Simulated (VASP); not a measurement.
# KFeSi (P-6m2) in VASP: reference runs

How does KFeSi come out in PBE? The cell is run as given.

Program: VASP 6.6.1. These are calculated values, not measurements. Logs are shortened: lines on timing, memory, paths and dates and some standing lists are left out, and cuts for length are marked.

### Step 1. The crystal as given

The structure is hexagonal, space group P-6m2 (No. 187). Conventional cell: a = 4.276 Å, b = 4.276 Å, c = 4.286 Å, α = 90.00°, β = 90.00°, γ = 120.00°. K (site symmetry -6m2) has 3 Si at 2.47 Å as nearest neighbours. Around Fe (site symmetry -6m2) lie 6 Si at 3.27 Å and 6 K at 3.27 Å. Around Si (site symmetry -6m2) lie 3 K at 2.47 Å.

The cell was built by a generator and needn't be a form met in nature.

### Step 2. Single point, PBE, collinear spin, ferromagnetic start

INCAR reads:

```
PREC = Accurate
ENCUT = 520
EDIFF = 1E-7
ISMEAR = -1
SIGMA = 0.05
LREAL = F
LASPH = T
NELM = 100
ALGO = Normal
ISIF = 2
LWAVE = F
LCHARG = F
ISPIN = 2
MAGMOM = 0 3 0
LORBIT = 11
LMAXMIX = 4
GGA = PE
NBANDS = 22
```

KPOINTS reads:

```
regular mesh
0
Gamma
  7 7 6
```

POSCAR reads:

```
KFeSi
1.0
    4.2756079900      0.0000000000      0.0000000000
   -2.1378039900      3.7027851400      0.0000000000
    0.0000000000      0.0000000000      4.2862818400
K Fe Si
1 1 1
Direct
    0.3333333300      0.6666666700      0.5000000000
    0.6666666700      0.3333333300      0.0000000000
    0.0000000000      0.0000000000      0.5000000000
```

Potentials or basis: VASP PAW PBE potentials, release 64 (K_sv, Fe, Si).

On the command line:

```bash
$ cat potpaw_PBE.64/K_sv/POTCAR potpaw_PBE.64/Fe/POTCAR potpaw_PBE.64/Si/POTCAR > POTCAR
$ mpirun -np 1 vasp_std > vasp.out
```

OUTCAR:

```text
PREC = Accurate
   ENCUT = 520
   EDIFF = 1E-7
   ISMEAR = -1
   LREAL = F
   LASPH = T
   NELM = 100
   ISIF = 2
   ISPIN = 2
   LORBIT = 11
   GGA = PE

 ion  position               nearest neighbor table
   1  0.333  0.667  0.500-   3 2.47   3 2.47   3 2.47   2 3.27   2 3.27   2 3.27   2 3.27   2 3.27
                             2 3.27
   2  0.667  0.333  0.000-   1 3.27   1 3.27   1 3.27   1 3.27   1 3.27   1 3.27
   3  0.000  0.000  0.500-   1 2.47   1 2.47   1 2.47

  LATTYP: Found a hexagonal cell.
 ALAT       =     4.2756079900
 C/A-ratio  =     1.0024964520

  Lattice vectors:

 A1 = (   4.2756079900,   0.0000000000,   0.0000000000)
 A2 = (  -2.1378039900,   3.7027851400,   0.0000000000)
 A3 = (   0.0000000000,   0.0000000000,   4.2862818400)

Analysis of symmetry for initial positions (statically):
=====================================================================
 Subroutine PRICEL returns:
 Original cell was already a primitive cell.

 Routine SETGRP: Setting up the symmetry group for a
 hexagonal supercell.

 Subroutine GETGRP returns: Found 12 space group operations
 (whereof 12 operations were pure point group operations)
 out of a pool of 24 trial point group operations.

The static configuration has the point symmetry D_3h.

Analysis of symmetry for dynamics (positions and initial velocities):
=====================================================================
 Subroutine PRICEL returns:
 Original cell was already a primitive cell.

 Routine SETGRP: Setting up the symmetry group for a
 hexagonal supercell.

 Subroutine GETGRP returns: Found 12 space group operations
 (whereof 12 operations were pure point group operations)
 out of a pool of 24 trial point group operations.

The dynamic configuration has the point symmetry D_3h.

Analysis of structural, dynamic, and magnetic symmetry:
=====================================================================
 Subroutine PRICEL returns:
 Original cell was already a primitive cell.

 Routine SETGRP: Setting up the symmetry group for a
 hexagonal supercell.

 Subroutine GETGRP returns: Found 12 space group operations
 (whereof 12 operations were pure point group operations)
 out of a pool of 24 trial point group operations.

The overall configuration has the point symmetry D_3h.

 Subroutine INISYM returns: Found 12 space group operations
 (whereof 12 operations are pure point group operations),
 and found     1 'primitive' translations

----------------------------------------------------------------------------------------
[... 121 lines left out ...]
   LHFCALC =     F    Hartree Fock is set to
   AEXX    =    0.0000 exact exchange contribution
   IVDW    =     0    specifies the selected vdW correction
   LEPSILON=     F    determine dielectric tensor
   LRPA    =     F    only Hartree local field effects (RPA)
 spin polarized calculation
  energy-cutoff  :      520.00
  volume of cell :       67.86
 maximum number of plane-waves:      1850
 NGX is ok and might be reduce to    32
   NGX = 15   NGY = 15   NGZ = 15

 number of electron      21.0000000 magnetization       2.9017438

 Free energy of the ion-electron system (eV)
  ---------------------------------------------------
  ext. energy  EPLUGINS =         0.00000000
  ---------------------------------------------------
  free energy    TOTEN  =        -8.15064591 eV

  energy without entropy =       -8.11260483  energy(sigma->0) =       -8.13162537

 E-fermi :   3.1043     XC(G=0):  -9.4103

 val. band max:        3.1036315424   @ k =   0.1429   0.0000   0.0000
 cond. band min:       3.1186520469   @ k =   0.4286   0.1429   0.3333
 fundamental gap:      0.0150205046
 Fermi energy:         3.1043289900

 spin component 1

 k-point     1 :       0.0000    0.0000    0.0000
  band No.  band energies     occupation
      1     -27.2223      1.00000
      2     -11.0881      1.00000
      3     -11.0881      1.00000
      4     -10.6719      1.00000
      5      -4.6927      1.00000
      6      -0.0356      1.00000
[... 589 lines left out ...]
     21      12.1448      0.00000
     22      13.6346      0.00000

 [... further k-points ...]

 spin component 2

 k-point     1 :       0.0000    0.0000    0.0000
  band No.  band energies     occupation
      1     -27.2681      1.00000
      2     -11.1441      1.00000
      3     -11.1441      1.00000
      4     -10.7085      1.00000
      5      -4.8466      1.00000
      6       2.2363      1.00000
[... 589 lines left out ...]
     21      12.2469      0.00000
     22      13.4703      0.00000

 [... further k-points ...]

------------------------ aborting loop because EDIFF is reached ----------------------------------------

  FORCE on cell =-STRESS in cart. coord.  units (eV):
  Direction    XX          YY          ZZ          XY          YZ          ZX
  --------------------------------------------------------------------------------------
  -------------------------------------------------------------------------------------
  Total        7.8441767      7.8441767     -4.1466297      0.0000000      0.0000000      0.0000000
  in kB      185.2042018    185.2042023    -97.9036128      0.0000003      0.0000000      0.0000000
  external PRESSURE =      90.8349304 kB  Pullay stress =       0.0000000 kB

 VOLUME and BASIS-vectors are now :
 -----------------------------------------------------------------------------
  energy-cutoff  :      520.00
  volume of cell :       67.86
      direct lattice vectors                 reciprocal lattice vectors
     4.275607990  0.000000000  0.000000000     0.233884866  0.135033490  0.000000000
    -2.137803990  3.702785140  0.000000000     0.000000000  0.270066980  0.000000000
     0.000000000  0.000000000  4.286281840     0.000000000  0.000000000  0.233302437

 POSITION                                       TOTAL-FORCE (eV/Angst)
 -----------------------------------------------------------------------------------
     -0.00000      2.46852      2.14314         0.000000      0.000000      0.000000
      2.13780      1.23426      0.00000        -0.000000      0.000000      0.000000
      0.00000      0.00000      2.14314        -0.000000      0.000000      0.000000
 -----------------------------------------------------------------------------------
    total drift:                                0.000013     -0.000007      0.000000

  FREE ENERGIE OF THE ION-ELECTRON SYSTEM (eV)
  ---------------------------------------------------
  free  energy   TOTEN  =        -8.1506459115 eV

  energy  without entropy=       -8.1126048307  energy(sigma->0) =       -8.13162537

 total charge

# of ion       s       p       d       tot
------------------------------------------
    1        2.010   5.592   0.189   7.791
    2        0.377   0.128   6.071   6.576
    3        0.930   0.689   0.000   1.620
--------------------------------------------------
tot          3.318   6.409   6.260  15.987

 magnetization (x)

# of ion       s       p       d       tot
------------------------------------------
    1       -0.005  -0.018  -0.018  -0.040
    2        0.061   0.011   3.085   3.156
    3        0.016  -0.103   0.000  -0.088
--------------------------------------------------
tot          0.072  -0.111   3.067   3.028
```

stdout:

```text
POSCAR found type information on POSCAR K FeSi
 POSCAR found :  3 types and       3 ions
 scaLAPACK will be used
 LDA part: xc-table for (Slater+PW92), standard interpolation
 POSCAR, INCAR and KPOINTS ok, starting setup
 FFT: planning ... GRIDC
 FFT: planning ... GRID_SOFT
 FFT: planning ... GRID
 WAVECAR not read
 entering main loop
```

Wall time 91 s (1 thread of Intel Xeon Platinum 8488C (Sapphire Rapids), shared host); peak memory 0.25 GiB.

Results:

- Free energy: -8.1506 eV
- Pressure: 9.1 GPa
- Band gap on the k mesh: none (metal or under the smearing width)
- Net moment: 2.90 μB per cell
- Site moments: K -0.04; Fe +3.16; Si -0.09 μB
- Valence electrons inside the program's atomic spheres: K 7.79; Fe 6.58; Si 1.62

Levels at points of the mesh, in eV from the Fermi level:
Spin up:
| k point | band 10 | band 11 | band 12 | band 13 | band 14 | band 15 |
| --- | --- | --- | --- | --- | --- | --- |
| (0.00, 0.00, 0.00) | -2.58 | -0.48 | -0.18 | -0.18 | 0.34 | 4.78 |
| (0.00, 0.00, 0.50) | -2.80 | -2.66 | 0.48 | 0.48 | 4.05 | 4.57 |
Spin down:
```tsv
k point	band 7	band 8	band 9	band 10	band 11	band 12
(0.00, 0.00, 0.00)	-0.87	-0.83	-0.02	-0.02	0.23	0.50
(0.00, 0.00, 0.50)	-1.09	-1.09	-0.08	-0.08	0.57	1.09
```
